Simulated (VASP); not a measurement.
A convergence study with VASP on SiC (wurtzite): one setting is varied, all else stays as given below, so the limit is that of these other settings.

```yaml
crystal:
  lattice:
    - [1.54000, -2.66736, 0.00000]
    - [1.54000, 2.66736, 0.00000]
    - [0.00000, 0.00000, 5.05000]
  atoms:
    - { symbol: Si, position: [0.66667, 0.33333, 0.50000] }
    - { symbol: Si, position: [0.33333, 0.66667, 0.00000] }
    - { symbol: C, position: [0.66667, 0.33333, 0.87500] }
    - { symbol: C, position: [0.33333, 0.66667, 0.37500] }
```

Method: LDA (Ceperley-Alder, Perdew-Zunger), VASP's LDA PAW potentials (set 64) (plane waves; VASP). The tightest run used: 700 eV cut-off, 17×17×9 Γ-centred mesh, tetrahedra with Blöchl corrections, potentials Si C.

```
setting     E (eV/atom)  pressure (GPa)  irreducible k-points
----------  -----------  --------------  --------------------
3×3×2 mesh      -8.1910           -3.93                     6
4×4×2 mesh      -8.2869           -4.44                     8
5×5×3 mesh      -8.3080           -4.67                    10
```

### Question
These are the cheaper rows. Estimate the results at 17×17×9 mesh, and how far the last row shown lies from them.

### Answer

```json
[
 {"quantity": "E (eV/atom)", "tightest run": "-8.3189", "last row shown is off by": "0.0109"},
 {"quantity": "pressure (GPa)", "tightest run": "-4.70", "last row shown is off by": "0.03"}
]
```

Left out are rungs that failed or repeat a setting and relaxations that didn't move; long series are thinned to 24 rows.

The compound is SiC in the wurtzite structure, the rare 2H polytype. The cell was not relaxed at this level.
